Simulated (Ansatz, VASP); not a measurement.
**GaSb: VASP beside Ansatz**

One calculation is typed for both programs; each brings its own data sets. How far apart do they land? The cell is taken from a series of runs on this material, whose earlier steps may have relaxed, scaled, displaced or heated it; both programs get it as it stands.

Program: Ansatz 0.2.0. Level of theory: plane waves, with VASP 6.6.1 beside it; zone-centre phonons at PBEsol. Results are calculated unless marked as measured.

## (1) Starting point

The structure is orthorhombic, space group Imm2 (No. 44). Conventional cell: a = 4.320 Å, b = 4.365 Å, c = 6.084 Å, α = 90.00°, β = 90.00°, γ = 90.00°. Nearest to Ga lie 4 Sb at 2.65 Å. Nearest to Sb lie 4 Ga at 2.65 Å. Farther neighbours are not listed.

## (2) Ansatz: zone-centre phonons, PBEsol

Ansatz runs on its PAW soft_1 files.

Second derivatives magnify differences that forces hide, and they need a tight electronic threshold.

The input, input.yaml:

```yaml
crystal:
  lattice:
    - [0.0157270439, 3.0705989653, 3.0422361227]
    - [3.0705989653, 0.0157270439, 3.0422361227]
    - [3.0863260092, 3.0863260092, 0.0]
  atoms:
    - { symbol: Ga, position: [-0.0007626684, -0.0007626684, 0.0007626684] }
    - { symbol: Sb, position: [0.7507626684, 0.7507626684, 0.7492373316] }
kpoints:
  mp_grid: { grid: [12, 12, 12] }
hamiltonian:
  xc: pbesol
  pseudopotentials: { kind: paw, azcp: { folder: soft_1 }, xc_functional: pbe }
scf:
  occupations: { method: methfessel_paxton, width: 0.2 }
output:
  eigenvalues: true
phonons:
  method: dfpt
```

Command:

```console
$ ansatz run input.yaml --threads 4 --pin off --max-ram 10240MiB --backend cpu --events-out ev --progress --plain --runs-dir out
```

Numbers of over 12 decimals in the logs are rounded to 6 here.

Output:

```text
zone centre: on kpoints.mp_grid the ground state, and the responses unless they are solved on pairs of k-points, stand on 476 of the mesh's 1728 k-points, reduced under 2 symmetry operations, with k and −k counted as one. Each operation leaves every solved displacement unchanged or reverses it
Engine: ansatz 0.2.0, aarch64-unknown-linux-gnu
Pseudopotentials: kind: paw
Pseudopotential: Ga, paw, valence charge 13, recommended cutoff 420 eV (normal), soft_1/Ga.paw.azcp
Pseudopotential: Sb, paw, valence charge 15, recommended cutoff 420 eV (normal), soft_1/Sb.paw.azcp
Functional definition: PBEsol
  exchange = pbesol_x
  correlation = pbesol_c
Crystal: 2 atoms, lattice volume = 57.366 Å³
Basis set: ecut = 420 eV, 1123 PW (Γ), exchange–correlation on 60×60×60 points (8 copies of the dense FFT grid, shifted against one another)
Bands: 18, of which v1, the nominal top of the filled ones, is band 14 counted from 1 (13 counted from 0)
Symmetry: 4 space group operations
k-points: 476 of 1728 (irreducible under 2 space group operations, time reversal used)
Non-local potential: Ga, projectors of the file, l = 0: 2, l = 1: 2, l = 2: 3, l = 3: 1
Non-local potential: Sb, projectors of the file, l = 0: 2, l = 1: 2, l = 2: 2, l = 3: 1
PAW form: soft (Blöchl's): semilocal exchange-correlation on the pseudo side does not see the compensation charge
PAW frozen core: Ga, regenerated for the run's functional, and the local potential with it (the file was generated under x = pbe(κ = 0.804, μ = 0.219515), c = pbe(β = 0.066725))
PAW frozen core: Sb, regenerated for the run's functional, and the local potential with it (the file was generated under x = pbe(κ = 0.804, μ = 0.219515), c = pbe(β = 0.066725))
PAW one-centre angular grid: Ga, 590 points (default); XC on 64 Gauss nodes
PAW one-centre angular grid: Sb, 590 points (default); XC on 64 Gauss nodes
Initial density: superposition of atomic densities (chi_scale 0.1, normalization cell, long waves kept (reshape's long-wave potential 0.00 eV rms))
Initial wavefunctions: pseudopotential atomic-orbital guess
Functional: x = pbesol(κ = 0.804, μ = 0.123457), c = pbesol(β = 0.046)
SCF iter   1: F=—  HF=-10151.699140 eV  |F-HF|=—  |Δ(HF+E_count)|=         —  Δρ=3.16e-2  dr2=4.08e-1  ethr=3.10e-3  ⟨swp⟩=5.6  Hψ=44197  notcnv=0
preconditioner: auto → none  [insulator: Δε(μ)=0.264 eV  Ē_g=14.706 eV  σ=0.200 eV  W_gap=0.55  n_scr=14 (ndim 8)  ℏωp=20.8 eV  f_vac=0.007  D(μ)=0.04/eV (n_scr^D=0)  ε∞_Penn≈3.0]
SCF iter   2: F=—  HF=-10151.622882 eV  |F-HF|=—  |Δ(HF+E_count)|=   7.63e-2  S|Δr|=    0.00e0  Δρ=1.43e-2  dr2=6.88e-2  ethr=1.46e-3  ⟨swp⟩=2.0  Hψ=14257  notcnv=0
SCF iter   3: F=—  HF=-10151.621229 eV  |F-HF|=—  |Δ(HF+E_count)|=   1.65e-3  S|Δr|=    0.00e0  Δρ=4.99e-3  dr2=1.36e-2  ethr=2.46e-4  ⟨swp⟩=2.0  Hψ=13881  notcnv=0
SCF iter   4: F=—  HF=-10151.615163 eV  |F-HF|=—  |Δ(HF+E_count)|=   6.07e-3  S|Δr|=    0.00e0  Δρ=7.99e-4  dr2=2.05e-4  ethr=4.86e-5  ⟨swp⟩=2.0  Hψ=12853  notcnv=0
SCF iter   5: F=—  HF=-10151.615139 eV  |F-HF|=—  |Δ(HF+E_count)|=   2.36e-5  S|Δr|=    0.00e0  Δρ=3.59e-4  dr2=2.61e-5  ethr=7.31e-7  ⟨swp⟩=2.0  Hψ=12855  notcnv=0
SCF iter   6: F=—  HF=-10151.615144 eV  |F-HF|=—  |Δ(HF+E_count)|=   4.74e-6  S|Δr|=    0.00e0  Δρ=3.07e-5  dr2=4.13e-7  ethr=9.32e-8  ⟨swp⟩=2.0  Hψ=14884  notcnv=0
SCF iter   7: F=—  HF=-10151.615144 eV  |F-HF|=—  |Δ(HF+E_count)|=   1.33e-7  S|Δr|=    0.00e0  Δρ=6.27e-6  dr2=1.95e-8  ethr=1.48e-9  ⟨swp⟩=2.0  Hψ=15239  notcnv=0
SCF iter   8: F=—  HF=-10151.615144 eV  |F-HF|=—  |Δ(HF+E_count)|=   1.98e-8  S|Δr|=    0.00e0  Δρ=9.78e-7  dr2=5.82e-10  ethr=6.96e-11  ⟨swp⟩=2.2  Hψ=12449  notcnv=0
SCF iter   9: F=—  HF=-10151.615144 eV  |F-HF|=—  |Δ(HF+E_count)|=  3.75e-10  S|Δr|=    0.00e0  Δρ=2.17e-7  dr2=2.78e-11  ethr=2.08e-12  ⟨swp⟩=2.0  Hψ=15231  notcnv=0
SCF iter  10: F=-10151.615144 eV  HF=-10151.615144 eV  |F-HF|=3.64e-12  |Δ(HF+E_count)|=  1.82e-11  S|Δr|=    0.00e0  Δρ=6.23e-8  dr2=2.06e-12  ethr=1.00e-12  ⟨swp⟩=6.0  Hψ=39056  notcnv=0
SCF 1 converged in 10 iterations: F = -10151.615144 eV  dr2 = 2.06e-12
  greatest PAW one-centre occupation: 0.996 electrons in one spin orbital (limit 2), on the Sb atom at site 1 (counted from 0), in its partial waves of l = 2
DFPT response loops at Γ: preconditioner auto → Kerker (q_TF=auto, 2.421 Å⁻¹) (partly filled bands, converged f_vac=0.078); β = 1.00, the filter's whole step (`scf.mixing.beta` (0.50) is not read by the response loops under this deck's `scf.mixing.preconditioner`; to damp them name `kerker` or `kerker_dos`, under which they read `scf.mixing.beta`, and type it under 1.00, their step now; both keys bind the ground state too); Broyden in place of MSR1
SCF converged after 10 iterations
Stability not checked: this state was not tested for a lower state beside it, because cold or Methfessel-Paxton smearing, or corrected tetrahedra, fill the levels in a way that the test cannot read (fill_not_monotonic; see scf.lower_state_search)
Free energy (F): -10151.615144 eV
Harris-Foulkes:  -10151.615144 eV  (|F-HF|=3.64e-12)
Internal energy: -10151.615567 eV  (E = F + TS)
E sigma→0 (E₀):  -10151.615250 eV
Entropy (-TS):   0.000422 eV (0.211 meV/atom)
Fermi energy:    7.702558 eV
Step filling:    the computed levels leave a gap of 0.0211 eV = 0.1 smearing widths at the electron count; against every level under it full and every level over it empty, smearing changes F+E_penalty+E_count by +0.172 meV and its σ→0 estimate by +0.067 meV
--- Per-component energies (eV) ---
  E_band       = -261.991040
  E_kinetic    = 275.606107
  E_local      = -3384.142060  (includes V_loc(G=0)·N_el)
  E_nonlocal   = 299.649478
  E_hartree    = 1729.384983
  E_xc         = -160.317961
  E_vxc        = -145.992831  (∫ρ·V_xc dr)
  E_paw        = -6420.726746  (= ΣΔE_a)
  E_vpaw       = -765.881645  (= ΣTr[D̂ρ^β])
  E_aug_tail   = -0.000072  (compensation charges beyond the density's cutoff)
  E_ewald      = -2492.264130
  E_core_change = 1.194834  (= ΣΔE_core)
  E_smearing   = 0.000422  (= −TS)
  E_closure    = -0.000000  (closes the sum)
  Σ components = -10151.615144   (vs F -10151.615144, Δ=0.00e0)
--- Band table (eV; the first three rows and the last of 476) ---
  k-point 0: bands = [... 10 lower, -3.8390, 7.5934, 7.6066, 7.6717, 7.6929, 10.3885, 10.4062, 10.4727]
  k-point 1: bands = [... 10 lower, -3.7681, 6.2921, 7.5358, 7.5475, 8.5187, 10.5560, 10.6390, 10.6486]
  k-point 2: bands = [... 10 lower, -3.5599, 4.9006, 7.2659, 7.2667, 8.6465, 10.9339, 11.0008, 11.5408]
  k-point 475: bands = [... 10 lower, -1.3787, 0.8784, 4.9883, 5.0950, 8.4437, 8.8010, 16.3093, 16.3649]
--- Phonons (Γ-DFPT): 4 representative perturbations + reference, on 476 of 1728 k-points (Σ response iterations 12) ---
  k mesh reduced under 2 symmetry operations, with k and −k counted as one. Each operation leaves every solved displacement unchanged or reverses it
  ASR residual: 1.433e-4 → 0.000e0 eV/Å²; symmetrization residual: 1.549e-6 eV/Å²
  ASR residual per site (eV/Å²): 1.43e-4 9.07e-5
  Γ frequencies (cm⁻¹): 0.00 0.00 0.00 215.92 217.30 217.44
  non-analytic LO–TO correction: not included (Born effective charges unavailable; polar crystals: no LO–TO splitting at Γ)
```

(Part 1 of 2 ends here.)

[Lines on the potential files, build, host, timing and source positions are cut from VASP's logs without a mark.]

[Logs are printed without paths, hosts, clocks, repeated set-up lines and the standing remarks that a program may print on its own settings, such as how far it seeks lower states.]

[Hosts, paths, dates, database ids (printed as entryN), source tags and the programs' standing remarks are cut or masked in the printed files.]
